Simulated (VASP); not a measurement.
```
WP
1.0
    1.91711    -5.06603     0.00000
    1.91711     5.06603     0.00000
    0.00000     0.00000     3.77808
P W
2 2
Direct
  0.56400   0.43600   0.25000
  0.43600   0.56400   0.75000
  0.85475   0.14525   0.25000
  0.14525   0.85475   0.75000
```

Level of theory: PBE GGA, VASP's PBE PAW potentials (set 64) (plane waves; VASP). Settings: 400 eV cut-off, 4×4×3 Γ-centred mesh, Gaussian smearing of 0.050 eV, potentials P W_sv.

Gaps are read on the run's mesh, which can miss a band edge. Unless said otherwise, spin-orbit coupling is left out, though it shifts the bands of the heavy elements here.

What does the run give for the energy per atom (σ→0), pressure, largest force, band gap (on the k-mesh) with the smallest direct gap where there is one?

| Property | Value |
|---|---|
| band gap (on the k-mesh) | none (metal, semimetal or under 0.01 eV) |
| energy per atom (σ→0) | -7.844 eV/atom |
| pressure | -28.23 GPa |
| largest force | 2.951 eV/Å |

The structure was generated: PW was put into the CrB type (Cmcm), which need not be its known phase. The cell was not relaxed at this level. The k-mesh is coarse (spacing up to 0.55 per Å, 2π included), so the numbers may not be converged in it. The run is one of a series of settings (KPOINTS 4×4×3 Γ-centred mesh against the base run), some of them coarse on purpose.
